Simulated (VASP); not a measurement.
Consider the following.

```
CELL_PARAMETERS angstrom
      4.11124     0.00000     0.00000
      0.00000     4.11124     0.00000
      0.00000     0.00000     5.14265
ATOMIC_POSITIONS crystal
  Pb 0.50000 0.00000 0.76402
  Pb 0.00000 0.50000 0.23598
  O  0.50000 0.50000 0.00000
  O  0.00000 0.00000 0.00000
```

These are rev-vdW-DF2, VASP's PBE PAW potentials (set 64) (plane waves; VASP 6.6.1) values and carry that method's errors. Settings: 520 eV cut-off, 6×6×5 Γ-centred mesh, Gaussian smearing of 0.050 eV, potentials Pb_d O.

The ions and cell shape at fixed volume are relaxed. What does this cell relax into?

```
CELL_PARAMETERS angstrom
      4.04303     0.00000     0.00000
      0.00000     4.04303     0.00000
      0.00000     0.00000     5.31765
ATOMIC_POSITIONS crystal
  Pb 0.50000 0.00000 0.77566
  Pb 0.00000 0.50000 0.22434
  O  0.50000 0.50000 0.00000
  O  0.00000 0.00000 0.00000
```
Space group P4/nmm (129), at a tolerance of 0.03 Å.

How much energy does the relaxation gain?

The energy (σ→0) changes by -12.4 meV/atom, in 8 ionic steps.

```csv
step,E(σ→0) (eV),max force (eV/Å),pressure (GPa),volume (Å³)
1,-13.1630,0.677,-3.98,86.92
2,-13.1948,0.244,-2.58,86.92
3,-13.2005,0.028,-1.68,86.92
4,-13.2058,0.029,-1.46,86.92
5,-13.2124,0.022,-0.90,86.92
6,-13.2124,0.019,-0.84,86.92
7,-13.2124,0.020,-0.85,86.92
8,-13.2125,0.008,-0.93,86.92
```

The compound is PbO in the litharge structure. This cell is one point of a volume scan, at 1.06 of the reference volume. Symmetry was kept, so distortions that lower it aren't found.
